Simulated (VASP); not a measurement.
Consider the following.

```
CELL_PARAMETERS angstrom
      5.03744     0.00000     0.00000
      0.00000     5.03744     0.00000
      0.00000     0.00000     3.44516
ATOMIC_POSITIONS crystal
  Pb 0.00000 0.00000 0.00000
  Pb 0.50000 0.50000 0.50000
  O  0.30743 0.30743 0.00000
  O  0.80743 0.19257 0.50000
  O  0.19257 0.80743 0.50000
  O  0.69257 0.69257 0.00000
```

Calculation: PBE GGA with D3 dispersion (zero damping), VASP's PBE PAW potentials (set 64) (plane waves; VASP 6.6.1). Settings: 520 eV cut-off, Gaussian smearing of 0.050 eV, potentials Pb_d O.

Unless said otherwise, spin-orbit coupling is left out, though it shifts the bands of the heavy elements here.

Predict the band gap (along the path) with the smallest direct gap where there is one.

- band gap (along the path): 0.03 eV
- smallest direct gap (along the path): 0.04 eV

Total energies compare only between runs with the same potentials, cut-off and functional.

The compound is PbO2 in the rutile structure. It was relaxed first.
